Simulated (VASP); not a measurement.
Nb3B5:

```
Nb B
1.0
     4.34715    0.00000    0.00000
    -2.17357    3.76474    0.00000
     0.00000    0.00000    5.13827
Nb B
3 5
Direct
  0.50000 0.00000 0.50000
  0.00000 0.50000 0.50000
  0.50000 0.50000 0.50000
  0.33333 0.66667 0.70667
  0.66667 0.33333 0.29333
  0.00000 0.00000 0.21494
  0.00000 0.00000 0.78506
  0.00000 0.00000 0.50000
```

The cell was built by a generator and needn't be a form met in nature.

```yaml
Program: VASP 6.6.1
Task: relaxation of cell and atoms
Functional: PBE
Potentials_or_basis: VASP PAW PBE potentials, release 64 (Nb_sv, B)
Cutoff: 520 eV
k_mesh: 5 × 5 × 4
Occupations: gaussian, width 0.15 eV
Spin: no spin polarisation
```

At the start: pressure 175.3 GPa; volume 10.51 Å³/atom.

**Question.** How do energy, volume and symmetry change on relaxing?

**Answer.** Over 22 steps the energy falls by 4353.5 meV/atom and the volume is 12.97 Å³/atom (+23.3 %); space group P6/mmm (No. 191, to 0.05 Å).

The path:
| step | energy change (eV) | largest force (eV/Å) | pressure (GPa) | volume (Å³) |
| --- | --- | --- | --- | --- |
| 1 | 0.0000 | 24.0506 | 175.35 | 84.09 |
| 2 | 58.5620 | 1.1549 | -29.77 | 310.22 |
| 3 | 19.3990 | 3.7896 | 19.40 | 225.60 |
| 4 | -10.7920 | 1.5724 | -26.06 | 248.77 |
| 5 | -13.4973 | 1.7847 | -25.70 | 233.62 |
| 6 | -14.2455 | 1.8502 | -25.94 | 229.37 |
| 7 | -32.8374 | 1.4248 | -2.03 | 112.26 |
| 8 | -32.8573 | 1.6455 | 0.21 | 110.56 |
| 9 | -33.5317 | 2.3728 | 4.48 | 107.41 |
| 10 | -33.5364 | 2.4309 | 5.13 | 107.04 |
| 11 | -33.9991 | 1.4501 | -4.58 | 111.69 |
| 12 | -34.0234 | 1.1938 | -6.85 | 113.13 |
| 13 | -34.5006 | 1.3922 | -5.57 | 109.66 |
| 14 | -34.6908 | 3.0554 | -3.10 | 106.57 |
| 15 | -34.6041 | 4.6916 | 2.74 | 102.20 |
| 16 | -34.8197 | 0.2257 | -1.18 | 104.62 |
| 17 | -34.8254 | 0.1397 | -0.11 | 103.82 |
| 18 | -34.8255 | 0.1418 | 0.06 | 103.70 |
| 19 | -34.8262 | 0.1717 | 0.21 | 103.60 |
| 20 | -34.8263 | 0.1272 | 0.24 | 103.62 |
| 21 | -34.8272 | 0.0901 | 0.02 | 103.66 |
| 22 | -34.8277 | 0.0441 | 0.08 | 103.72 |

Final structure:
```yaml
crystal:
  lattice:
    - [5.21874, 0.00000, 0.00000]
    - [-2.60937, 4.51956, 0.00000]
    - [0.00000, 0.00000, 4.39746]
  atoms:
    - { symbol: Nb, position: [0.50000, 0.00000, 0.50000] }
    - { symbol: Nb, position: [0.00000, 0.50000, 0.50000] }
    - { symbol: Nb, position: [0.50000, 0.50000, 0.50000] }
    - { symbol: B, position: [0.33333, 0.66667, 0.00173] }
    - { symbol: B, position: [0.66667, 0.33333, 0.99827] }
    - { symbol: B, position: [0.00000, 0.00000, 0.17047] }
    - { symbol: B, position: [0.00000, 0.00000, 0.82953] }
    - { symbol: B, position: [0.00000, 0.00000, 0.50000] }
```

Caveat: the volume moved by over 15 % at a fixed basis, so the end points are rough.
